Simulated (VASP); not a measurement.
OSZICAR of a VASP run on CoAl (CsCl type):

**OSZICAR**
```
       N       E                     dE             d eps       ncg     rms          rms(c)
DAV:   1     0.274364543122E+02    0.27436E+02   -0.55564E+03  1120   0.131E+03
DAV:   2    -0.229499280827E+02   -0.50386E+02   -0.48014E+02  1134   0.197E+02
DAV:   3    -0.242795683947E+02   -0.13296E+01   -0.13197E+01  1278   0.429E+01
DAV:   4    -0.243053887853E+02   -0.25820E-01   -0.25811E-01  1380   0.528E+00
DAV:   5    -0.243062439720E+02   -0.85519E-03   -0.85517E-03  1354   0.907E-01    0.137E+01
DAV:   6    -0.261821831719E+02   -0.18759E+01   -0.85676E+01  1246   0.147E+02    0.196E+01
DAV:   7    -0.210322755306E+02    0.51499E+01   -0.35133E+01  1242   0.852E+01    0.210E+00
DAV:   8    -0.210703169858E+02   -0.38041E-01   -0.48274E-01  1310   0.874E+00    0.201E+00
DAV:   9    -0.210583089180E+02    0.12008E-01   -0.26394E-01  1254   0.892E+00    0.710E-01
DAV:  10    -0.210506691901E+02    0.76397E-02   -0.37792E-02  1262   0.330E+00    0.200E-01
DAV:  11    -0.210556357946E+02   -0.49666E-02   -0.25854E-03  1182   0.562E-01    0.120E-01
DAV:  12    -0.210556442047E+02   -0.84102E-05   -0.68552E-05  1482   0.935E-02    0.271E-02
DAV:  13    -0.210556482488E+02   -0.40441E-05   -0.67907E-06  1206   0.357E-02    0.581E-03
DAV:  14    -0.210556462554E+02    0.19935E-05   -0.27364E-06  1132   0.239E-02    0.542E-03
DAV:  15    -0.210556472778E+02   -0.10225E-05   -0.15187E-06   564   0.145E-02    0.204E-03
DAV:  16    -0.210556473857E+02   -0.10789E-06   -0.17454E-07   560   0.872E-03
   1 F= -.21055647E+02 E0= -.21055808E+02  d E =-.210556E+02
       N       E                     dE             d eps       ncg     rms          rms(c)
DAV:   1    -0.222163495426E+02   -0.11607E+01   -0.16786E+01  1218   0.723E+01    0.970E+00
DAV:   2    -0.232251038329E+02   -0.10088E+01   -0.38987E+01  1268   0.985E+01    0.113E+01
DAV:   3    -0.210790130485E+02    0.21461E+01   -0.16468E+01  1242   0.616E+01    0.159E+00
DAV:   4    -0.210688148506E+02    0.10198E-01   -0.10633E-01  1138   0.306E+00    0.107E+00
DAV:   5    -0.210569393122E+02    0.11876E-01   -0.40591E-02  1474   0.253E+00    0.261E-01
DAV:   6    -0.210568135441E+02    0.12577E-03   -0.17502E-03  1234   0.648E-01    0.123E-01
DAV:   7    -0.210568439329E+02   -0.30389E-04   -0.39089E-05  1366   0.641E-02    0.103E-01
DAV:   8    -0.210568458537E+02   -0.19208E-05   -0.92892E-05  1402   0.145E-01    0.315E-02
DAV:   9    -0.210568420171E+02    0.38366E-05   -0.87967E-06  1254   0.397E-02    0.204E-02
DAV:  10    -0.210568476898E+02   -0.56726E-05   -0.33981E-06  1138   0.197E-02    0.961E-03
DAV:  11    -0.210568490025E+02   -0.13128E-05   -0.53922E-07   560   0.129E-02    0.389E-03
DAV:  12    -0.210568492342E+02   -0.23170E-06   -0.60623E-08   560   0.448E-03
   2 F= -.21056849E+02 E0= -.21057060E+02  d E =-.120185E-02
       N       E                     dE             d eps       ncg     rms          rms(c)
DAV:   1    -0.213663880925E+02   -0.30954E+00   -0.41951E+00  1204   0.371E+01    0.473E+00
DAV:   2    -0.216991967571E+02   -0.33281E+00   -0.11000E+01  1324   0.503E+01    0.610E+00
DAV:   3    -0.210834418322E+02    0.61575E+00   -0.40142E+00  1296   0.318E+01    0.697E-01
DAV:   4    -0.210804643956E+02    0.29774E-02   -0.14808E-02  1134   0.129E+00    0.446E-01
DAV:   5    -0.210781645652E+02    0.22998E-02   -0.96751E-03  1450   0.126E+00    0.585E-02
DAV:   6    -0.210781730303E+02   -0.84651E-05   -0.69205E-04  1234   0.478E-01    0.367E-02
DAV:   7    -0.210781503770E+02    0.22653E-04   -0.13665E-04  1214   0.189E-01    0.102E-02
DAV:   8    -0.210781549278E+02   -0.45508E-05   -0.13771E-05  1252   0.487E-02    0.521E-03
DAV:   9    -0.210781559739E+02   -0.10461E-05   -0.27485E-06   602   0.262E-02    0.353E-03
DAV:  10    -0.210781559431E+02    0.30801E-07   -0.20613E-06   588   0.266E-02
   3 F= -.21078156E+02 E0= -.21078344E+02  d E =-.225086E-01
```

**Question.** Which electronic solver shows in the log?

**Answer.** It is blocked Davidson (ALGO = Normal, or the opening steps of other solvers). The INCAR had ALGO = Normal.

**Question.** How was spin treated?

**Answer.** Without spin polarisation: there is no mag entry.

**Question.** Can the final energy be trusted as converged?

**Answer.** The run converged. It stopped with EDIFF = 1E-6, NELM = 100, NSW = 60 and EDIFFG = -0.01 after 3 ionic steps (r2SCAN meta-GGA, plane waves, VASP's PBE PAW potentials (set 64)). Energy and stress use the plane-wave basis of the starting cell.

The compound is CoAl in the CsCl type structure. This run relaxes it. Symmetry was kept, so distortions that lower it aren't found. The run is not spin-polarised, so no magnetic state was tried.
